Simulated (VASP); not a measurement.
```
CELL_PARAMETERS angstrom
     -1.60204     1.60204     3.91115
      1.60204    -1.60204     3.91115
      1.60204     1.60204    -3.91115
ATOMIC_POSITIONS crystal
  Si 0.66579 0.66579 0.00000
  Si 0.33421 0.33421 0.00000
  W  0.00000 0.00000 0.00000
```

Method: PBE GGA with D3 dispersion (zero damping), VASP's PBE PAW potentials (set 64) (plane waves; VASP 6.6.1). Settings: 520 eV cut-off, 15×15×15 Γ-centred mesh, tetrahedra with Blöchl corrections, potentials Si W_sv.

The cores are frozen, which limits the accuracy of field gradients.

**Question.** Give the principal components of the electric field gradient (V/Å²) and the asymmetry η at each nucleus.

**Answer.** 
```
atom   Vxx   Vyy     Vzz     η
----  ----  ----  ------  ----
Si1    4.8   4.8    -9.6  0.00
Si2    4.8   4.8    -9.6  0.00
W3    68.6  68.6  -137.2  0.00
```

The compound is WSi2 in the MoSi2 type structure. It was relaxed first.
